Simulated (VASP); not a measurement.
Take SrCl$_{2}$ (fluorite), without spin-orbit terms, in VASP with PAW potentials, and its band gap.

One run gives 5.93 eV. Which level is it?
A) PBE (own cell)
B) PBEsol (own cell)
C) r2SCAN (own cell)
D) LDA (own cell)

C, r2SCAN (own cell).  The others give 5.10 (LDA (own cell)), 5.22 (PBEsol (own cell)), 5.23 (PBE (own cell)).

Only levels that ran to the end are used. Left out are those held back, those with too coarse a band path, GW runs whose mesh misses a band edge, hybrids' fits of cells that aren't cubic and levels without matching references; a question may draw on a part of the rest.

The compound is SrCl2 in the fluorite structure.
